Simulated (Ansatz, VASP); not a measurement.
# SiNi3 in two plane-wave programs

Wanted: the spread between two codes on one cell, functional and k mesh. The cell is taken from a series of VASP runs on this material, whose earlier steps may have relaxed, scaled or displaced it; both programs get it as it stands.

Program: Ansatz 0.2.0. Level of theory: plane waves, with VASP 6.6.1 beside it; relaxation of cell and atoms at PBE. Results are calculated unless marked as measured.

## Step 1: The starting structure

Symmetry: Pm-3m, No. 221, cubic system. The conventional cell has a = 3.506 Å, b = 3.506 Å, c = 3.506 Å, α = 90.00°, β = 90.00°, γ = 90.00°. Nearest to Ni lie 8 Ni at 2.48 Å and 4 Si at 2.48 Å. Nearest to Si lie 12 Ni at 2.48 Å. Farther neighbours are not listed.

Coordinates:

```xyz
4
Lattice="3.5057 0.0000 0.0000 0.0000 3.5057 0.0000 0.0000 0.0000 3.5057" Properties=species:S:1:pos:R:3 pbc="T T T"
Ni    1.7529    0.0000    1.7529
Ni    1.7529    1.7529    0.0000
Ni    0.0000    1.7529    1.7529
Si    0.0000    0.0000    0.0000
```

## Step 2: VASP: relaxation of cell and atoms, PBE

The relaxed volume is the usual yardstick between codes: its relative difference is about their pressure difference at one cell divided by the bulk modulus.

Lines of VASP's logs that name or quote its potential files are left out, and so is its time.

Input file INCAR:

```
SYSTEM = SiNi3
PREC = Accurate
ENCUT = 450
EDIFF = 1E-06
NELM = 100
ISMEAR = 1
SIGMA = 0.15
LREAL = .FALSE.
ALGO = Normal
GGA = PE
NBANDS = 27
ISPIN = 2
MAGMOM = 1 1 1 0
LASPH = .TRUE.
LMAXMIX = 4
LORBIT = 11
LWAVE = .FALSE.
LCHARG = .FALSE.
KPAR = 8
IBRION = 2
NSW = 50
ISIF = 3
EDIFFG = -0.006
```

Input file POSCAR:

```
SiNi3
1.0
    3.5057043926      0.0000000000      0.0000000000
    0.0000000000      3.5057043926      0.0000000000
    0.0000000000      0.0000000000      3.5057043926
Ni Si
3 1
Direct
    0.5000000000      0.0000000000      0.5000000000
    0.5000000000      0.5000000000      0.0000000000
    0.0000000000      0.5000000000      0.5000000000
    0.0000000000      0.0000000000      0.0000000000
```

Input file KPOINTS:

```
Automatic mesh
0
Gamma
10 10 10
0 0 0
```

PAW data sets: Ni and Si (PBE family, release 64).

Run with:

```
> mpirun -np 8 vasp_std
```

Numbers of over 12 decimals in the logs are rounded to 6 here.

What it wrote:

```text
[banner, memory and clock lines left out]
running    8 mpi-ranks, on    1 nodes
 distrk:  each k-point on    1 cores,    8 groups
 distr:  one band on    1 cores,    1 groups

 POSCAR found type information on POSCAR NiSi
 POSCAR found :  2 types and       4 ions
|                                                                             |
|           W    W    AA    RRRRR   N    N  II  N    N   GGGG   !!!           |
|           W    W   A  A   R    R  NN   N  II  NN   N  G    G  !!!           |
|           W    W  A    A  R    R  N N  N  II  N N  N  G       !!!           |
|           W WW W  AAAAAA  RRRRR   N  N N  II  N  N N  G  GGG   !            |
|           WW  WW  A    A  R   R   N   NN  II  N   NN  G    G                |
|           W    W  A    A  R    R  N    N  II  N    N   GGGG   !!!           |
|                                                                             |
|     For optimal performance we recommend to set                             |
|       NCORE = 2 up to number-of-cores-per-socket                            |
|     NCORE specifies how many cores store one orbital (NPAR=cpu/NCORE).      |
|     This setting can greatly improve the performance of VASP for DFT.       |
|     The default, NCORE=1 might be grossly inefficient on modern             |
|     multi-core architectures or massively parallel machines. Do your        |
|     Unfortunately you need to use the default for GW and RPA                |
|     calculations (for HF NCORE is supported but not extensively tested      |
|     yet).                                                                   |
|                                                                             |

 LDA part: xc-table for (Slater+PW92), standard interpolation
 POSCAR, INCAR and KPOINTS ok, starting setup
 FFT: planning ... GRIDC
 FFT: planning ... GRID_SOFT
 FFT: planning ... GRID
 WAVECAR not read
 entering main loop
       N       E                     dE             d eps       ncg     rms          rms(c)
DAV:   1     0.192296303538E+03    0.19230E+03   -0.13458E+04  6112   0.149E+03
DAV:   2    -0.156995052953E+02   -0.20800E+03   -0.19425E+03  6060   0.298E+02
DAV:   3    -0.269631554975E+02   -0.11264E+02   -0.10685E+02  6674   0.876E+01
DAV:   4    -0.271606521338E+02   -0.19750E+00   -0.19705E+00  6876   0.110E+01
DAV:   5    -0.271664523370E+02   -0.58002E-02   -0.57995E-02  7076   0.171E+00    0.204E+01
DAV:   6    -0.273771529219E+02   -0.21070E+00   -0.28992E+01  7147   0.976E+01    0.184E+01
DAV:   7    -0.237454805198E+02    0.36317E+01   -0.10549E+01  7234   0.548E+01    0.395E+00
DAV:   8    -0.236948148978E+02    0.50666E-01   -0.28874E-01  7234   0.440E+00    0.153E+00
DAV:   9    -0.236828336842E+02    0.11981E-01   -0.17922E-02  8501   0.163E+00    0.637E-01
DAV:  10    -0.236811529599E+02    0.16807E-02   -0.14156E-03  7824   0.368E-01    0.327E-01
DAV:  11    -0.236805056011E+02    0.64736E-03   -0.28595E-04  8300   0.281E-01    0.104E-01
DAV:  12    -0.236805839890E+02   -0.78388E-04   -0.13739E-04  8239   0.147E-01    0.473E-02
DAV:  13    -0.236805917503E+02   -0.77612E-05   -0.20464E-05  7889   0.644E-02    0.257E-02
DAV:  14    -0.236805887301E+02    0.30202E-05   -0.64545E-06  7778   0.361E-02    0.725E-03
DAV:  15    -0.236805879056E+02    0.82448E-06   -0.13403E-06  4316   0.131E-02
   1 F= -.23680588E+02 E0= -.23681122E+02  d E =-.236806E+02  mag=    -0.0007
 curvature:   0.00 expect dE= 0.000E+00 dE for cont linesearch  0.000E+00
 trial: gam= 0.00000 g(F)=  0.000E+00 g(S)=  0.217E-04 ort = 0.000E+00 (trialstep = 0.100E+01)
 search vector abs. value=  0.217E-04
 bond charge predicted
       N       E                     dE             d eps       ncg     rms          rms(c)
DAV:   1    -0.236810702849E+02   -0.48155E-03   -0.38672E-03  6411   0.930E-01    0.195E-01
DAV:   2    -0.236810642750E+02    0.60098E-05   -0.33504E-03  7194   0.106E+00    0.160E-01
DAV:   3    -0.236805986830E+02    0.46559E-03   -0.96320E-04  7229   0.579E-01    0.301E-02
DAV:   4    -0.236805863622E+02    0.12321E-04   -0.18600E-05  6851   0.365E-02    0.605E-03
DAV:   5    -0.236805858289E+02    0.53338E-06   -0.64837E-07  4582   0.937E-03
   2 F= -.23680586E+02 E0= -.23681118E+02  d E =0.207674E-05  mag=    -0.0000
 trial-energy change:    0.000002  1 .order    0.000006   -0.000022    0.000033
 step:   0.3973(harm=  0.3973)  dis= 0.00000  next Energy=   -23.680592 (dE=-0.431E-05)
 bond charge predicted
       N       E                     dE             d eps       ncg     rms          rms(c)
DAV:   1    -0.236807724285E+02   -0.18607E-03   -0.13805E-03  6411   0.558E-01    0.117E-01
DAV:   2    -0.236807664218E+02    0.60067E-05   -0.12239E-03  7188   0.642E-01    0.967E-02
DAV:   3    -0.236805977213E+02    0.16870E-03   -0.35180E-04  7232   0.350E-01    0.182E-02
DAV:   4    -0.236805920137E+02    0.57075E-05   -0.67597E-06  6780   0.220E-02    0.361E-03
DAV:   5    -0.236805919315E+02    0.82221E-07   -0.21843E-07  3361   0.566E-03
   3 F= -.23680592E+02 E0= -.23681125E+02  d E =-.402591E-05  mag=    -0.0000
 curvature:  -0.20 expect dE=-0.444E-07 dE for cont linesearch -0.444E-07
 trial: gam=-0.09122 g(F)=  0.284E-64 g(S)=  0.223E-06 ort = 0.220E-05 (trialstep = 0.879E+00)
 search vector abs. value=  0.240E-08
 reached required accuracy - stopping structural energy minimisation
```

Parts of OUTCAR (step 2):

```text
ion  position               nearest neighbor table
   1  0.500  0.000  0.500-   2 2.48   3 2.48   4 2.48   2 2.48   4 2.48   2 2.48   3 2.48   2 2.48
                             3 2.48   4 2.48   4 2.48   3 2.48
   2  0.500  0.500  0.000-   1 2.48   3 2.48   4 2.48   1 2.48   3 2.48   1 2.48   4 2.48   1 2.48
                             3 2.48   4 2.48   3 2.48   4 2.48
   3  0.000  0.500  0.500-   1 2.48   2 2.48   4 2.48   2 2.48   4 2.48   1 2.48   4 2.48   4 2.48
                             1 2.48   2 2.48   2 2.48   1 2.48
   4  0.000  0.000  0.000-   1 2.48   2 2.48   3 2.48   1 2.48   3 2.48   2 2.48   3 2.48   3 2.48
                             1 2.48   2 2.48   1 2.48   2 2.48

  LATTYP: Found a simple cubic cell.
 ALAT       =     3.5057043926

 Subroutine GETGRP returns: Found 48 space group operations
 (whereof 48 operations were pure point group operations)

The static configuration has the point symmetry O_h .

 Found     56 irreducible k-points:

   k-points           NKPTS =     56   k-points in BZ     NKDIM =     56   number of bands    NBANDS=     27

   dimension x,y,z NGX =    24 NGY =   24 NGZ =   24
   dimension x,y,z NGXF=    48 NGYF=   48 NGZF=   48

   ENCUT  =  450.0 eV  33.07 Ry    5.75 a.u.   6.06  6.06  6.06*2*pi/ulx,y,z

   NELECT =      34.0000    total number of electrons

 k-points in reciprocal lattice and weights: Automatic mesh
   0.00000000  0.00000000  0.00000000       0.001
   0.10000000  0.00000000  0.00000000       0.006
   0.20000000  0.00000000  0.00000000       0.006
   0.30000000  0.00000000  0.00000000       0.006
   0.40000000  0.00000000  0.00000000       0.006
   0.50000000  0.00000000  0.00000000       0.003
   0.10000000  0.10000000  0.00000000       0.012
   0.20000000  0.10000000  0.00000000       0.024
   0.30000000  0.10000000  0.00000000       0.024
[...]
0.50000000  0.50000000  0.40000000       0.006
   0.50000000  0.50000000  0.50000000       0.001

 average (electrostatic) potential at core
       1 -80.6821       2 -80.6821       3 -80.6821       4 -79.0918

 E-fermi :  10.6494

 spin component 1
 k-point     1 :       0.0000    0.0000    0.0000
  band No.  band energies     occupation
    ...
     12       9.7801      1.00000
     13       9.7801      1.00000
     14      10.0432      1.00000
     15      10.0432      1.00000
     16      10.3691      1.01192
     17      10.6970      0.24582
     18      10.6970      0.24582
     19      10.6970      0.24582
     20      15.4961      0.00000
     21      16.9966      0.00000
    ...

 k-point     2 :       0.1000    0.0000    0.0000
  band No.  band energies     occupation
    ...
     12       9.8821      1.00000
     13       9.8821      1.00000
     14      10.0452      1.00000
     15      10.0544      1.00000
     16      10.3209      1.00413
     17      10.6972      0.24515
     18      10.9262     -0.01275
     19      10.9262     -0.01275
     20      15.7500      0.00000
     21      16.9718      0.00000
    ...

 k-point     3 :       0.2000    0.0000    0.0000
  band No.  band energies     occupation
    ...
     12       9.8272      1.00000
     13       9.8272      1.00000
     14       9.9291      1.00000
     15      10.0393      1.00000
     16      10.1888      1.00006
     17      10.6975      0.24370
     18      11.6049     -0.00000
     19      11.6049     -0.00000
     20      15.9538      0.00000
     21      16.9002      0.00000
    ...

 k-point     4 :       0.3000    0.0000    0.0000
  band No.  band energies     occupation
    ...
     12       9.6366      1.00000
     13       9.6366      1.00000
     14       9.7087      1.00000
     15       9.9017      1.00000
     16      10.1061      1.00000
     17      10.6978      0.24195
     18      12.5391     -0.00000
     19      12.5391     -0.00000
     20      15.9589      0.00000
     21      16.7967      0.00000
    ...

 k-point     5 :       0.4000    0.0000    0.0000
  band No.  band energies     occupation
    ...
     12       9.4417      1.00000
     13       9.4417      1.00000
     14       9.4801      1.00000
     15       9.6520      1.00000
     16      10.1062      1.00000
     17      10.6982      0.24039
     18      13.5771     -0.00000
     19      13.5771     -0.00000
     20      15.9032      0.00000
     21      16.6987      0.00000
    ...

 k-point     6 :       0.5000    0.0000    0.0000
  band No.  band energies     occupation
    ...
     12       9.3553      1.00000
     13       9.3553      1.00000
     14       9.3744      1.00000
     15       9.5219      1.00000
     16      10.1089      1.00000
     17      10.6984      0.23951
     18      14.2687      0.00000
     19      14.2687      0.00000
     20      15.8723      0.00000
     21      15.9366      0.00000
    ...

  Total       -0.0024852     -0.0024852     -0.0024852     -0.0000000      0.0000000     -0.0000000
  in kB       -0.0924485     -0.0924485     -0.0924485     -0.0000000      0.0000000     -0.0000000
  external PRESSURE =      -0.0924485 kB  Pullay stress =       0.0000000 kB

  energy-cutoff  :      450.00
  volume of cell :       43.07
      direct lattice vectors                 reciprocal lattice vectors
     3.505293198  0.000000000  0.000000000     0.285282840  0.000000000  0.000000000
    -0.000000000  3.505293198  0.000000000    -0.000000000  0.285282840  0.000000000
    -0.000000000 -0.000000000  3.505293198    -0.000000000 -0.000000000  0.285282840

 POSITION                                       TOTAL-FORCE (eV/Angst)
 -----------------------------------------------------------------------------------
      1.75265     -0.00000      1.75265        -0.000000     -0.000000      0.000000
      1.75265      1.75265      0.00000        -0.000000      0.000000      0.000000
     -0.00000      1.75265      1.75265         0.000000     -0.000000      0.000000
      0.00000      0.00000      0.00000        -0.000000      0.000000      0.000000
 -----------------------------------------------------------------------------------
    total drift:                                0.000000     -0.000000     -0.000000

  FREE ENERGIE OF THE ION-ELECTRON SYSTEM (eV)
  ---------------------------------------------------
  free  energy   TOTEN  =       -23.6805919315 eV

  energy  without entropy=      -23.6821925816  energy(sigma->0) =      -23.68112548

 reached required accuracy - stopping structural energy minimisation

 total charge
# of ion       s       p       d       tot
------------------------------------------
    1        0.485   0.571   8.411   9.466
    2        0.485   0.571   8.411   9.466
    3        0.485   0.571   8.411   9.466
    4        0.730   0.822   0.000   1.552
--------------------------------------------------
tot          2.185   2.533  25.232  29.950

 magnetization (x)
# of ion       s       p       d       tot
------------------------------------------
    1        0.000   0.000  -0.000  -0.000
    2        0.000   0.000  -0.000  -0.000
    3        0.000   0.000  -0.000  -0.000
    4        0.000   0.000   0.000   0.000
--------------------------------------------------
tot          0.000   0.000  -0.000  -0.000

[... 6 further parts left out ...]
```

CONTCAR:

```
SiNi3
   1.00000000000000
     3.5052931983822075    0.0000000000000000    0.0000000000000000
    -0.0000000000000000    3.5052931983822075    0.0000000000000000
    -0.0000000000000000   -0.0000000000000000    3.5052931983822075
  Ni              Si
     3     1
Direct
     0.5000000000000000    0.0000000000000000    0.5000000000000000
     0.5000000000000000    0.5000000000000000    0.0000000000000000
     0.0000000000000000    0.5000000000000000    0.5000000000000000
     0.0000000000000000    0.0000000000000000    0.0000000000000000
```

(Continued in part 2 of 2.)

[Lines on the potential files, build, host, timing and source positions are cut from VASP's logs without a mark.]

[Logs are printed without paths, hosts, clocks, repeated set-up lines and the standing remarks that a program may print on its own settings, such as how far it seeks lower states.]

[Hosts, paths, dates, database ids (printed as entryN), source tags and the programs' standing remarks are cut or masked in the printed files.]
